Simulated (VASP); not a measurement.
YB (relaxed from the zinc blende structure, space group F-43m): computed properties

Computed with PBEsol GGA, VASP's PBE PAW potentials (set 64) (plane waves; VASP).

```
Property                                                              Result
----------------------------------  ----------------------------------------
space group                                                      F-43m (216)
cell                                 a = b = c = 5.678 Å, α = β = γ = 90.00°
volume per atom                                                22.88 Å³/atom
band gap (over mesh and band path)  none (metal, semimetal or under 0.01 eV)
density                                                           3.62 g/cm³
```

```cif
data_B4Y4
_chemical_formula_sum 'Y4 B4'
_space_group_name_H-M_alt 'F-43m'
_space_group_IT_number 216
_space_group_name_Hall 'F -4 2 3'
_cell_length_a 5.67798
_cell_length_b 5.67798
_cell_length_c 5.67798
_cell_angle_alpha 90.000
_cell_angle_beta 90.000
_cell_angle_gamma 90.000
loop_
_atom_site_label
_atom_site_type_symbol
_atom_site_symmetry_multiplicity
_atom_site_Wyckoff_symbol
_atom_site_fract_x
_atom_site_fract_y
_atom_site_fract_z
_atom_site_occupancy
Y1 Y 4 a 0.00000 0.00000 0.00000 1
B1 B 4 d 0.75000 0.75000 0.75000 1
```
(The calculation used a cell of 2 atoms; values per cell refer to that cell.)

The structure was generated: YB was put into the zinc blende type (F-43m), which need not be its known phase. It was relaxed first, which changed the volume by -28 %. Symmetry was kept, so distortions that lower it aren't found.
